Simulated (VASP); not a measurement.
Data:

```
BP
1.0
    0.00000     2.17495     2.17495
    2.17495     0.00000     2.17495
    2.17495     2.17495     0.00000
B P
1 1
Direct
  0.00000   0.00000   0.00000
  0.25000   0.25000   0.25000
```

All values below come from LDA (Ceperley-Alder, Perdew-Zunger), VASP's LDA PAW potentials (set 64) (plane waves; VASP). Numerical set-up: 620 eV cut-off, 10×10×10 Γ-centred mesh, Gaussian smearing of 0.050 eV, potentials B P.

Question: What does the run give for the energy per atom (σ→0), pressure?

Answer: 
```yaml
energy per atom (σ→0): -7.141 eV/atom
pressure: 19.85 GPa
```

Total energies compare only between runs with the same potentials, cut-off and functional.

The compound is BP in the zinc blende structure. It was relaxed first under an external pressure of 20 GPa.
